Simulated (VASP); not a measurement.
A run of VASP 6.6.1:

INCAR

```
ALGO     = Normal         # electronic algorithm
EDIFF    = 1E-7           # SCF threshold, eV
EDIFFG   = -0.01          # ionic threshold
ENCUT    = 600            # plane-wave cutoff, eV
GGA      = PE             # functional
IBRION   = 2              # ionic algorithm
ISIF     = 3              # what is computed and relaxed
ISMEAR   = 0              # smearing method
LASPH    = True           # aspherical terms in the spheres
LCHARG   = False          # write CHGCAR
LREAL    = False          # projectors in reciprocal space
LWAVE    = False          # write WAVECAR
NELM     = 100            # most SCF steps
NSW      = 100            # ionic steps
PREC     = Accurate       # precision mode
SIGMA    = 0.02           # smearing width, eV
```

The input KPOINTS:

```
k-points
0
Gamma
  6 6 6
```

The input POSCAR:

```
LiPbF3
1.0
    3.9802243700      0.0000000000      0.0000000000
    0.0000000000      3.9802243700      0.0000000000
    0.0000000000      0.0000000000      3.9802243700
Li Pb F
1 1 3
Direct
    0.0000000000      0.0000000000      0.0000000000
    0.5000000000      0.5000000000      0.5000000000
    0.5000000000      0.0000000000      0.0000000000
    0.0000000000      0.5000000000      0.0000000000
    0.0000000000      0.0000000000      0.5000000000
```

Potentials or basis: VASP PAW PBE potentials, release 64 (Li_sv, Pb_d, F).

Run with:

```console
$ cat potpaw_PBE.64/Li_sv/POTCAR potpaw_PBE.64/Pb_d/POTCAR potpaw_PBE.64/F/POTCAR > POTCAR
$ mpirun -np 1 vasp_std > vasp.out
```

Hardware: 1 thread of AMD EPYC 9R45 (Zen 5), on a shared host.

Question: How long does it take, and how much memory?

Answer: Wall time 41 s on 1 thread of AMD EPYC 9R45 (Zen 5), on a shared host, peak memory 0.17 GiB. Counts: scf iterations 32, k points 20, ion steps 3.
